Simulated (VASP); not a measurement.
Level of theory: revPBE GGA, VASP's PBE PAW potentials (set 64) (plane waves; VASP).

VASP ran on this input.

### INCAR
```
SYSTEM = La2O3
PREC = Accurate; ENCUT = 520; LREAL = .FALSE.
LASPH = .TRUE.
EDIFF = 1E-7; NELM = 100; ALGO = Normal
LMAXMIX = 6
ISMEAR = 0; SIGMA = 0.05
GGA = RE
IBRION = 2; NSW = 30; ISIF = 4
EDIFFG = -0.01
LWAVE = .FALSE.; LCHARG = .FALSE.
```

**POSCAR**
```
La2O3
1
    1.9965561173    -3.4581365426     0.0000000000
    1.9965561173     3.4581365426     0.0000000000
    0.0000000000     0.0000000000     6.3138481525
La O
2 3
Direct
  0.3333330000   0.6666670000   0.2481565164
  0.6666670000   0.3333330000   0.7518434836
  0.0000000000   0.0000000000   0.0000000000
  0.3333330000   0.6666670000   0.6455070144
  0.6666670000   0.3333330000   0.3544929856
```

**KPOINTS**
```
Automatic mesh
0
Gamma
7 7 4
0 0 0
```

POTCAR, in this order: La O (PBE.64 set). Program: vasp_std.

What VASP printed:

**OUTCAR**
```
 ion  position               nearest neighbor table
   1  0.333  0.667  0.248-   5 2.40   5 2.40   5 2.40   4 2.51   3 2.79   3 2.79   3 2.79
   2  0.667  0.333  0.752-   4 2.40   4 2.40   4 2.40   5 2.51   3 2.79   3 2.79   3 2.79
   3  0.000  0.000  0.000-   1 2.79   2 2.79   2 2.79   1 2.79   2 2.79   1 2.79
   4  0.333  0.667  0.646-   2 2.40   2 2.40   2 2.40   1 2.51
   5  0.667  0.333  0.354-   1 2.40   1 2.40   1 2.40   2 2.51
  LATTYP: Found a hexagonal cell.
 ALAT       =     3.9931121543
 C/A-ratio  =     1.5811847773
 Subroutine PRICEL returns:
 Original cell was already a primitive cell.
 Subroutine GETGRP returns: Found 12 space group operations
The static configuration has the point symmetry D_3d.
The dynamic configuration has the point symmetry D_3d.
 Subroutine INISYM returns: Found 12 space group operations
 Subroutine IBZKPT returns following result:
 Found     28 irreducible k-points:

 Following reciprocal coordinates:
            Coordinates               Weight
  0.000000  0.000000  0.000000      1.000000
  0.142857  0.000000  0.000000      6.000000
  0.285714  0.000000  0.000000      6.000000
  0.428571  0.000000  0.000000      6.000000
  0.142857  0.142857  0.000000      6.000000
  0.285714  0.142857  0.000000     12.000000
  0.428571  0.142857  0.000000      6.000000
  0.285714  0.285714  0.000000      6.000000
  0.000000  0.000000  0.250000      2.000000
  0.142857  0.000000  0.250000      6.000000
  0.000000  0.142857  0.250000      6.000000
  0.285714  0.000000  0.250000      6.000000
  0.000000  0.285714  0.250000      6.000000
  0.428571  0.000000  0.250000      6.000000
  0.000000  0.428571  0.250000      6.000000
  0.142857  0.142857  0.250000     12.000000
  0.285714  0.142857  0.250000     12.000000
 -0.142857  0.428571  0.250000     12.000000
  0.428571  0.142857  0.250000     12.000000
  0.285714  0.285714  0.250000     12.000000
...
```

File OSZICAR:
```
       N       E                     dE             d eps       ncg     rms          rms(c)
DAV:   1     0.476323991093E+03    0.47632E+03   -0.15804E+04  1352   0.251E+03
DAV:   2     0.932709310842E+02   -0.38305E+03   -0.37759E+03  1984   0.403E+02
DAV:   3    -0.272632401606E+02   -0.12053E+03   -0.11857E+03  2496   0.217E+02
DAV:   4    -0.448391612009E+02   -0.17576E+02   -0.17568E+02  2400   0.910E+01
DAV:   5    -0.458116931852E+02   -0.97253E+00   -0.97223E+00  2512   0.250E+01    0.148E+01
DAV:   6    -0.401303403764E+02    0.56814E+01   -0.53988E+01  2056   0.430E+01    0.765E+00
DAV:   7    -0.400730201035E+02    0.57320E-01   -0.61792E+00  2504   0.257E+01    0.347E+00
DAV:   8    -0.401058398553E+02   -0.32820E-01   -0.50629E-01  2408   0.633E+00    0.146E+00
DAV:   9    -0.401244557847E+02   -0.18616E-01   -0.81416E-02  2288   0.273E+00    0.447E-01
DAV:  10    -0.401285715110E+02   -0.41157E-02   -0.54883E-02  2320   0.154E+00    0.245E-01
DAV:  11    -0.401299839141E+02   -0.14124E-02   -0.19520E-02  2344   0.104E+00    0.142E-01
DAV:  12    -0.401307434091E+02   -0.75950E-03   -0.33099E-03  2056   0.445E-01    0.911E-02
DAV:  13    -0.401307514336E+02   -0.80245E-05   -0.19257E-03  2336   0.291E-01    0.193E-02
DAV:  14    -0.401308092662E+02   -0.57833E-04   -0.41817E-04  2184   0.157E-01    0.275E-02
DAV:  15    -0.401307939507E+02    0.15316E-04   -0.13080E-04  2472   0.934E-02    0.843E-03
DAV:  16    -0.401307954570E+02   -0.15063E-05   -0.11055E-05  2048   0.243E-02    0.907E-03
DAV:  17    -0.401307940807E+02    0.13762E-05   -0.10028E-05  2336   0.216E-02    0.167E-03
DAV:  18    -0.401307942185E+02   -0.13772E-06   -0.12114E-06  2104   0.831E-03    0.988E-04
DAV:  19    -0.401307942544E+02   -0.35906E-07   -0.12691E-07  1336   0.354E-03
   1 F= -.40130794E+02 E0= -.40130794E+02  d E =-.401308E+02
       N       E                     dE             d eps       ncg     rms          rms(c)
DAV:   1    -0.401338051564E+02   -0.30109E-02   -0.71914E-01  2232   0.977E+00    0.336E-01
DAV:   2    -0.401348640170E+02   -0.10589E-02   -0.37406E-02  2216   0.150E+00    0.207E-01
DAV:   3    -0.401343172722E+02    0.54674E-03   -0.36706E-03  2608   0.629E-01    0.103E-01
DAV:   4    -0.401342115726E+02    0.10570E-03   -0.83552E-04  2664   0.314E-01    0.429E-02
DAV:   5    -0.401342138452E+02   -0.22726E-05   -0.35457E-04  2488   0.132E-01    0.208E-02
DAV:   6    -0.401342131651E+02    0.68016E-06   -0.42521E-05  2264   0.571E-02    0.115E-02
DAV:   7    -0.401342170645E+02   -0.38994E-05   -0.36767E-05  2384   0.427E-02    0.991E-03
DAV:   8    -0.401342153251E+02    0.17394E-05   -0.13196E-05  2288   0.265E-02    0.188E-03
DAV:   9    -0.401342155346E+02   -0.20956E-06   -0.14661E-06  2224   0.101E-02    0.780E-04
DAV:  10    -0.401342155661E+02   -0.31428E-07   -0.70072E-08  1288   0.293E-03
   2 F= -.40134216E+02 E0= -.40134216E+02  d E =-.342131E-02
       N       E                     dE             d eps       ncg     rms          rms(c)
DAV:   1    -0.401343242556E+02   -0.10872E-03   -0.37623E-02  2240   0.221E+00    0.768E-02
DAV:   2    -0.401343783649E+02   -0.54109E-04   -0.19135E-03  2232   0.338E-01    0.472E-02
DAV:   3    -0.401343499916E+02    0.28373E-04   -0.18983E-04  2600   0.145E-01    0.234E-02
DAV:   4    -0.401343447287E+02    0.52629E-05   -0.41748E-05  2648   0.705E-02    0.967E-03
DAV:   5    -0.401343449730E+02   -0.24433E-06   -0.18291E-05  2480   0.299E-02    0.476E-03
DAV:   6    -0.401343448976E+02    0.75421E-07   -0.25137E-06  2232   0.136E-02    0.247E-03
DAV:   7    -0.401343449708E+02   -0.73140E-07   -0.14070E-06  2168   0.874E-03    0.192E-03
DAV:   8    -0.401343448942E+02    0.76546E-07   -0.40160E-07  1312   0.569E-03
   3 F= -.40134345E+02 E0= -.40134345E+02  d E =-.355064E-02
       N       E                     dE             d eps       ncg     rms          rms(c)
DAV:   1    -0.401348302179E+02   -0.48525E-03   -0.13612E-01  1784   0.542E+00    0.165E-01
DAV:   2    -0.401351604089E+02   -0.33019E-03   -0.95713E-03  2536   0.116E+00    0.104E-01
DAV:   3    -0.401348871603E+02    0.27325E-03   -0.95973E-04  2664   0.380E-01    0.232E-02
DAV:   4    -0.401348869886E+02    0.17167E-06   -0.67789E-05  2080   0.647E-02    0.128E-02
DAV:   5    -0.401348882339E+02   -0.12453E-05   -0.93981E-06  2344   0.281E-02    0.700E-03
DAV:   6    -0.401348886590E+02   -0.42507E-06   -0.73307E-06  2296   0.193E-02    0.452E-03
DAV:   7    -0.401348883722E+02    0.28675E-06   -0.15119E-06  1880   0.967E-03    0.192E-03
DAV:   8    -0.401348884222E+02   -0.50002E-07   -0.12531E-06  1872   0.760E-03    0.100E-03
DAV:   9    -0.401348884210E+02    0.12874E-08   -0.13336E-07  1184   0.473E-03
   4 F= -.40134888E+02 E0= -.40134888E+02  d E =-.543527E-03
       N       E                     dE             d eps       ncg     rms          rms(c)
DAV:   1    -0.401350537823E+02   -0.16536E-03   -0.21393E-01  1784   0.680E+00    0.207E-01
DAV:   2    -0.401355740017E+02   -0.52022E-03   -0.15044E-02  2528   0.145E+00    0.130E-01
DAV:   3    -0.401351455094E+02    0.42849E-03   -0.15011E-03  2672   0.475E-01    0.289E-02
DAV:   4    -0.401351454985E+02    0.10902E-07   -0.10427E-04  2072   0.800E-02    0.161E-02
DAV:   5    -0.401351474694E+02   -0.19709E-05   -0.14427E-05  2352   0.347E-02    0.871E-03
DAV:   6    -0.401351481608E+02   -0.69137E-06   -0.10696E-05  2264   0.234E-02    0.545E-03
DAV:   7    -0.401351478135E+02    0.34727E-06   -0.21960E-06  2056   0.116E-02    0.229E-03
DAV:   8    -0.401351478793E+02   -0.65761E-07   -0.17785E-06  2040   0.890E-03    0.125E-03
DAV:   9    -0.401351478780E+02    0.12410E-08   -0.20753E-07  1264   0.509E-03
   5 F= -.40135148E+02 E0= -.40135148E+02  d E =-.802984E-03
       N       E                     dE             d eps       ncg     rms          rms(c)
DAV:   1    -0.401351067841E+02    0.41095E-04   -0.20146E-02  1784   0.118E+00    0.302E-02
DAV:   2    -0.401352040261E+02   -0.97242E-04   -0.11432E-03  2072   0.387E-01    0.187E-02
DAV:   3    -0.401351970135E+02    0.70126E-05   -0.44252E-05  2328   0.730E-02    0.120E-02
DAV:   4    -0.401351925461E+02    0.44674E-05   -0.37378E-05  2432   0.528E-02    0.532E-03
DAV:   5    -0.401351925254E+02    0.20770E-07   -0.55561E-06  1928   0.184E-02    0.469E-03
DAV:   6    -0.401351923280E+02    0.19740E-06   -0.23678E-06  2360   0.115E-02    0.193E-03
DAV:   7    -0.401351924106E+02   -0.82633E-07   -0.14160E-06  1944   0.844E-03    0.209E-03
DAV:   8    -0.401351923762E+02    0.34420E-07   -0.16051E-07   992   0.458E-03
   6 F= -.40135192E+02 E0= -.40135192E+02  d E =-.444982E-04
```

### OUTCAR
```
------------------------ aborting loop because EDIFF is reached ----------------------------------------
  FORCE on cell =-STRESS in cart. coord.  units (eV):
  Direction    XX          YY          ZZ          XY          YZ          ZX
  --------------------------------------------------------------------------------------
  Total       -1.5441912     -1.5441911     -1.5713913      0.0000000     -0.0000000      0.0000000
  in kB      -28.3768285    -28.3768272    -28.8766711      0.0000000     -0.0000000      0.0000000
  external PRESSURE =     -28.5434423 kB  Pullay stress =       0.0000000 kB
  volume of cell :       87.19
      direct lattice vectors                 reciprocal lattice vectors
     1.988795650 -3.444695034 -0.000000000     0.251408434 -0.145150730  0.000000000
     1.988795650  3.444695034  0.000000000     0.251408434  0.145150730 -0.000000000
    -0.000000000  0.000000000  6.363218718     0.000000000 -0.000000000  0.157153171
 POSITION                                       TOTAL-FORCE (eV/Angst)
 -----------------------------------------------------------------------------------
      1.98880      1.14823      1.59168        -0.000000     -0.000000      0.004368
      1.98880     -1.14823      4.77153         0.000000      0.000000     -0.004368
      3.97759      0.00000     -0.00000        -0.000000      0.000000      0.000000
      1.98880      1.14823      4.10217        -0.000000      0.000000     -0.009343
      1.98880     -1.14823      2.26105         0.000000     -0.000000      0.009343
 -----------------------------------------------------------------------------------
    total drift:                                0.000000      0.000000      0.000000
  FREE ENERGIE OF THE ION-ELECTRON SYSTEM (eV)
  ---------------------------------------------------
  free  energy   TOTEN  =       -40.1351923762 eV

  energy  without entropy=      -40.1351923762  energy(sigma->0) =      -40.13519238

 reached required accuracy - stopping structural energy minimisation
```
(Selected blocks of OUTCAR.)

File CONTCAR:
```
La2O3
   1.00000000000000
     1.9887956497814276   -3.4446950343880545   -0.0000000000000000
     1.9887956497814276    3.4446950343880545    0.0000000000000000
    -0.0000000000000000    0.0000000000000000    6.3632187183678628
  La              O
     2     3
Direct
     0.3333330000000032    0.6666669999999968    0.2501381993453019
     0.6666669999999968    0.3333330000000032    0.7498618006546981
     1.0000000000000000    1.0000000000000000    0.0000000000000000
     0.3333330000000032    0.6666669999999968    0.6446694457800377
     0.6666669999999968    0.3333330000000032    0.3553305542199622
```

**OUTCAR**
```
 val. band max:        5.4566120307   @ k =   0.4286   0.0000   0.5000

 cond. band min:       9.3517686421   @ k =   0.4286   0.0000   0.0000


 Fermi energy:         5.7686262007

 k-point     1 :       0.0000    0.0000    0.0000
  band No.  band energies     occupation
      1     -24.5770      2.00000
      2     -24.4123      2.00000
      3     -11.3159      2.00000
      4     -10.1902      2.00000
      5      -9.6616      2.00000
      6      -8.0474      2.00000
      7      -8.0474      2.00000
      8      -7.8798      2.00000
      9      -7.8798      2.00000
     10      -7.8306      2.00000
     11      -7.0367      2.00000
     12       3.3257      2.00000
     13       3.3258      2.00000
     14       3.3673      2.00000
     15       3.3673      2.00000
     16       3.4326      2.00000
     17       3.9841      2.00000
     18       5.2263      2.00000
     19       5.2264      2.00000
     20       5.4403      2.00000
     21       9.6364      0.00000
     22      10.0681      0.00000
     23      10.0681      0.00000
     24      10.3255      0.00000

 k-point     2 :       0.1429    0.0000    0.0000
  band No.  band energies     occupation
      1     -24.5502      2.00000
      2     -24.3996      2.00000
      3     -11.3425      2.00000
      4     -10.5276      2.00000
      5      -9.8722      2.00000
      6      -8.1100      2.00000
      7      -7.9063      2.00000
      8      -7.8834      2.00000
      9      -7.7791      2.00000
     10      -7.6816      2.00000
     11      -7.0067      2.00000
     12       3.1557      2.00000
     13       3.4520      2.00000
     14       3.5099      2.00000
     15       3.5207      2.00000
     16       3.5607      2.00000
     17       4.3653      2.00000
     18       4.9690      2.00000
     19       5.1974      2.00000
     20       5.3729      2.00000
     21       9.7475      0.00000
     22      10.0376      0.00000
     23      10.1523      0.00000
     24      10.3891      0.00000
...
```

The compound is La2O3 in the a-type structure. This cell is one point of a volume scan, at 1.03 of the reference volume. Symmetry was kept, so distortions that lower it aren't found.
